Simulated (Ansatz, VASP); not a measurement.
**LuBeSi4 in VASP and in Ansatz**

```
Lu Be Si
1.0
     0.00000    4.04677    4.04677
     4.04677    0.00000    4.04677
     4.04677    4.04677    0.00000
Lu Be Si
1 1 4
Direct
  0.75000 0.75000 0.75000
  0.00000 0.00000 0.00000
  0.14727 0.55819 0.14727
  0.14727 0.14727 0.14727
  0.55819 0.14727 0.14727
  0.14727 0.14727 0.55819
```

Alike in both runs: functional PBE; k mesh 8 × 8 × 8; occupations gaussian, width 0.1 eV; no spin polarisation.

Ansatz relaxed the structure, and its values are those at the end. VASP's run is a single point on that final structure, the one shown.

|  | VASP | Ansatz |
| --- | --- | --- |
| version | VASP 6.6.1 | Ansatz 0.2.0 |
| potentials or method | VASP PAW PBE potentials, release 64 (Lu, Be, Si) | scalar-relativistic, plane waves, PAW |
| plane-wave cutoff (eV) | 520 | 420 |
| valence electrons in the cell | 43 | 43 |

VASP gave:

| Property | Result |
| --- | --- |
| gap on the k mesh at the Fermi level (eV) | none |
| pressure (GPa) | -0.1 |
| rms of the force components (eV/Å) | 0.012 |

Q: Estimate Ansatz's values.

A: gap on the k mesh at the Fermi level (eV): none; pressure (GPa): 0.0; rms of the force components (eV/Å): 0.000.

A gap of «none» marks a metal or a gap that the smearing closes. The functional is the same, so the differences come from potentials, cutoffs and numerics.

Spin-orbit coupling is left out, which matters for the levels of Lu.
